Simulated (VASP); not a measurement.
```
CELL_PARAMETERS angstrom
      0.00000     3.28726     3.28726
      3.28726     0.00000     3.28726
      3.28726     3.28726     0.00000
ATOMIC_POSITIONS crystal
  In 0.00000 0.00000 0.00000
  Sb 0.25000 0.25000 0.25000
```

The numbers are results of PBE GGA with D3 dispersion (zero damping), VASP's PBE PAW potentials (set 64) (plane waves; VASP), not measurements. Numerical set-up: 520 eV cut-off, Gaussian smearing of 0.050 eV, potentials In_d Sb.

Give the energies of bands 7 to 12 at the high-symmetry points, in eV from the Fermi level.

```
band      Γ      X      U      L      W
----  -----  -----  -----  -----  -----
7     -0.44  -5.73  -5.61  -5.42  -5.63
8      0.00  -2.12  -2.92  -0.94  -2.68
9      0.00  -2.12  -1.80  -0.94  -2.55
10     0.00   1.35   1.64   0.46   3.35
11     2.96   1.42   3.63   3.80   3.98
12     2.96   7.89   6.11   3.80   4.14
```

It has no gap at this level: it comes out as a metal or semimetal.

The compound is InSb in the zinc blende structure. It was relaxed first.
